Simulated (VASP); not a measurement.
TiP (relaxed from the wurtzite structure, space group P6_3/mmc): computed properties

These are PBEsol GGA, VASP's PBE PAW potentials (set 64) (plane waves; VASP 6.6.1) values and carry that method's errors.

```json
{
 "space_group": "P6_3/mmc (194)",
 "cell": "a = 4.187 Å, b = 4.187 Å, c = 4.813 Å, α = 90.00°, β = 90.00°, γ = 120.00°",
 "volume_per_atom": "18.27 Å³/atom",
 "band gap (over mesh and band path)": "none (metal, semimetal or under 0.01 eV)",
 "density": "3.58 g/cm³"
}
```

```
TiP
1.0
    4.18725     0.00000     0.00000
   -2.09363     3.62627     0.00000
    0.00000     0.00000     4.81298
Ti P
2 2
Direct
  0.33333   0.66667   0.93749
  0.66667   0.33333   0.43749
  0.33333   0.66667   0.43751
  0.66667   0.33333   0.93751
```

The structure was generated: TiP was put into the wurtzite type (P6_3mc), which need not be its known phase. It was relaxed first, which changed the volume by -38 %. The relaxed cell has space group P6_3/mmc. Symmetry was kept, so distortions that lower it aren't found.
